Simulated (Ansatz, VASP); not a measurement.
# Cu (Cu(111) film of 5 layers) in two plane-wave programs, part 2 of 2

Wanted: the spread between two codes on one cell, functional and k mesh. The structure shown is the end of the Ansatz relaxation below.

VASP 6.6.1 and Ansatz 0.2.0.

So far: Set-up; Ansatz: relaxation, PBE; VASP: single point, PBE, pair 1.

### 4. Comparison

Known differences besides the potentials themselves: Ansatz cuts the interaction across the vacuum, VASP repeats the sheet with a dipole correction; the data sets hold 95 valence electrons in Ansatz (on its default PAW (the set named soft_2) files) and 55 in VASP; the cutoff is 420 eV in Ansatz and 520 eV in VASP. Total energies have different zeros and are not compared.

At this near-relaxed geometry the largest component of a force difference is 20 meV/Å. With vacuum in the cell, a pressure given here is an average over mostly empty space and none of the material.

### 5. Ansatz: relaxation, PBE

This run makes the geometry at which the two programs are then compared.

The structure compared here is the end of the Ansatz relaxation.

Input file input.yaml:

```yaml
crystal:
  lattice:
    - [2.546082718, 0.0, 0.0]
    - [-1.273041359, 2.2049723139, 0.0]
    - [0.0, 0.0, 40.4738775071]
  atoms:
    - { symbol: Cu, position: [0.0, 0.0, 0.1358401987] }
    - { symbol: Cu, position: [0.3333333333, 0.6666666667, 0.1873846309] }
    - { symbol: Cu, position: [0.6666666667, 0.3333333333, 0.238881733] }
    - { symbol: Cu, position: [0.0, 0.0, 0.2903788351] }
    - { symbol: Cu, position: [0.3333333333, 0.6666666667, 0.3419232673] }
  periodic: [true, true, false]
kpoints:
  mp_grid: { grid: [12, 12, 1] }
hamiltonian:
  xc: pbe
scf:
  occupations: { method: methfessel_paxton, width: 0.2 }
output:
  forces: true
  stress: true
  eigenvalues: true
  write_density: true
  write_potential: true
  elf: true
  volumetric_format: npy
relax:
  adjacent_minimum: "off"
  f_tol: 0.001
  max_steps: 60
  cell: { stress_2d_tol: 0.002 }
```

Started as:

```bash
ansatz run input.yaml --threads 4 --pin off --max-ram 16384MiB --backend cpu --events-out ev --progress --plain --runs-dir out
```

Numbers of over 12 decimals in the logs are rounded to 6 here.

Log:

```text
[...]
Crystal: 5 atoms, lattice volume = 227.222 Å³
Basis set: ecut = 420 eV, 4533 PW (Γ), exchange–correlation on 36×36×576 points (8 copies of the dense FFT grid, shifted against one another)
Bands: 57, of which v1, the nominal top of the filled ones, is band 48 counted from 1 (47 counted from 0)
Symmetry: 12 space group operations
[...]
k-points: 19 of 144
[...]
cell:  # Å, volume = 227.0232 Å³
    - [2.544968, 0, 0]
    - [-1.272484, 2.204007, 0]
    - [0, 0, 40.4738775071]
  atoms:
    - { symbol: Cu, position: [-1.8503717064699713e-18, -4.6999441375679805e-17, 0.135727] }
    - { symbol: Cu, position: [0.333333, 0.666667, 0.187351] }
    - { symbol: Cu, position: [0.666667, 0.333333, 0.238882] }
[...]
- { symbol: Cu, position: [0.333333, 0.666667, 0.342036] }
[key lines of the parts left out:]
SCF converged after 13 iterations
Free energy (F): -33124.912628 eV
Fermi energy:    -4.763645 eV
P = ½ c Tr σ = 0.0000 N/m
```

### 6. VASP: single point, PBE, pair 2

The same cell, functional, mesh and smearing now go to VASP, with its own data sets.

Input file INCAR:

```
SYSTEM = Cu
PREC = Accurate
ENCUT = 520
EDIFF = 1E-06
NELM = 120
ISMEAR = 1
SIGMA = 0.2
LREAL = .FALSE.
ALGO = Normal
GGA = PE
NBANDS = 34
LASPH = .TRUE.
LORBIT = 11
LWAVE = .FALSE.
LCHARG = .FALSE.
ISIF = 2
LDIPOL = .TRUE.
IDIPOL = 3
DIPOL = 0.5 0.5 0.239
LVHAR = .TRUE.
GGA_COMPAT = .FALSE.
NELMDL = -8
KPAR = 2
```

Input file POSCAR:

```
Cu
1.0
    2.5449682871      0.0000000000      0.0000000000
   -1.2724841435      2.2040071884      0.0000000000
    0.0000000000      0.0000000000     40.4738775071
Cu
5
Direct
    0.0000000000      0.0000000000      0.1357269681
    0.3333333333      0.6666666667      0.1873511738
    0.6666666667      0.3333333333      0.2388817330
    0.0000000000      0.0000000000      0.2904122922
    0.3333333333      0.6666666667      0.3420364979
```

Input file KPOINTS:

```
Automatic mesh
0
Gamma
12 12 1
0 0 0
```

PAW data sets: Cu (PBE family, release 64).

Started as:

```bash
mpirun -np 2 vasp_std
```

Log:

```text
[... set-up lines as in an earlier step ...]
 entering main loop
       N       E                     dE             d eps       ncg     rms          rms(c)
DAV:   1     0.456099086184E+03    0.45610E+03   -0.22798E+04  1324   0.175E+03
DAV:   2     0.123019640270E+02   -0.44380E+03   -0.43162E+03  1310   0.381E+02
DAV:   3    -0.204355931369E+02   -0.32738E+02   -0.31416E+02  1452   0.157E+02
DAV:   4    -0.218777126433E+02   -0.14421E+01   -0.14303E+01  1520   0.394E+01
[...]
DAV:  25    -0.177033801755E+02   -0.24826E-05   -0.30551E-07   996   0.955E-03    0.805E-04
DAV:  26    -0.177033835895E+02   -0.34140E-05   -0.16383E-07   816   0.969E-03    0.743E-04
DAV:  27    -0.177033843542E+02   -0.76466E-06   -0.69431E-08   884   0.725E-03
   1 F= -.17703384E+02 E0= -.17703782E+02  d E =0.119259E-02
```

From OUTCAR (step 6):

```text
  Total        0.2236383      0.2236383      0.1209001      0.0000000      0.0000000      0.0000000
  in kB        1.5782890      1.5782890      0.8532319      0.0000000      0.0000000      0.0000000
  external PRESSURE =       1.3366033 kB  Pullay stress =       0.0000000 kB

 POSITION                                       TOTAL-FORCE (eV/Angst)
 -----------------------------------------------------------------------------------
      0.00000      0.00000      5.49340        -0.000000     -0.000000     -0.019456
     -0.00000      1.46934      7.58283        -0.000000      0.000000      0.001339
      1.27248      0.73467      9.66847         0.000000      0.000000      0.000000
      0.00000      0.00000     11.75411         0.000000     -0.000000     -0.001339
     -0.00000      1.46934     13.84354        -0.000000      0.000000      0.019456
 -----------------------------------------------------------------------------------
    total drift:                                0.000003     -0.000000     -0.001148

  FREE ENERGIE OF THE ION-ELECTRON SYSTEM (eV)
  ---------------------------------------------------
  free  energy   TOTEN  =       -17.7033843542 eV

  energy  without entropy=      -17.7045769424  energy(sigma->0) =      -17.70378188

[... 1 part as in an earlier step ...]

[... 2 further parts left out ...]
[key lines of the parts left out:]
E-fermi :  -1.5213
```

The run ends at a pressure of 0.13 GPa, with forces up to 0.019 eV/Å.

### 7. Comparison

What differs besides the data sets and the points named for the pairs above, as far as they apply: the data sets hold 95 valence electrons in Ansatz (on its default PAW (the set named soft_2) files) and 55 in VASP. Total energies have different zeros and are not compared.

At this near-relaxed geometry the largest component of a force difference is 19 meV/Å. With vacuum in the cell, a pressure given here is an average over mostly empty space and none of the material.

### 8. Results

```
r.m.s. force difference (single point, PBE, pair 1) : 7.3 meV/Å
r.m.s. force difference (single point, PBE, pair 2) : 7.1 meV/Å
```

**Reading.** The r.m.s. force difference is 7.3 meV/Å (single point, PBE, pair 1), within the 12 meV/Å picked in this series as the mark of a large difference. The data sets hold unlike numbers of valence electrons (95 in Ansatz and 55 in VASP), so part of the differences comes from the potentials. How closely two codes agree says nothing of how well the functional describes the real material.

[Lines on the potential files, build, host, timing and source positions are cut from VASP's logs without a mark.]

[Logs are printed without paths, hosts, clocks, repeated set-up lines and the standing remarks that a program may print on its own settings, such as how far it seeks lower states.]

[Hosts, paths, dates, database ids (printed as entryN), source tags and the programs' standing remarks are cut or masked in the printed files.]
